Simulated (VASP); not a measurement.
Crystal: LiY3.

```
Y Li
1.0
     4.91971    0.00000    0.00000
     0.00000    4.91971    0.00000
     0.00000    0.00000    4.91971
Y Li
3 1
Direct
  0.00000 0.50000 0.50000
  0.50000 0.00000 0.50000
  0.50000 0.50000 0.00000
  0.00000 0.00000 0.00000
```

The cell comes from a database or a generator and needn't be the stable form of this composition.

- Program: VASP 6.6.1
- Task: single point
- Functional: PBE
- Potentials or basis: VASP PAW PBE potentials, release 64 (Y_sv, Li_sv)
- Cutoff: 520 eV
- k mesh: 6 × 6 × 6
- Occupations: fermi-dirac, width 0.05 eV
- Spin: no spin polarisation

On this cell: largest force zero by symmetry; band gap on the k mesh none (metal or under the smearing width).

The same run follows on a disturbed copy (atoms moved at random, drawn with an rms of 0.05 Å):

```
CELL_PARAMETERS angstrom
4.91971 0.00000 0.00000
0.00000 4.91971 0.00000
0.00000 0.00000 4.91971
ATOMIC_POSITIONS crystal
Y 0.00035 0.49357 0.49946
Y 0.49561 0.00037 0.48854
Y 0.50006 0.50529 0.99981
Li 0.99993 0.01021 0.00494
```

Question: What does the disturbed cell give?

Answer: The energy (extrapolated to zero smearing) moves by +2.5 meV/atom; largest force 0.172 eV/Å; band gap on the k mesh none (metal or under the smearing width).

Forces in eV/Å, atoms in the order of the input:
```
Y   -0.065  0.103  0.042
Y    0.062  0.006  0.160
Y    0.013 -0.025 -0.132
Li  -0.010 -0.084 -0.071
```
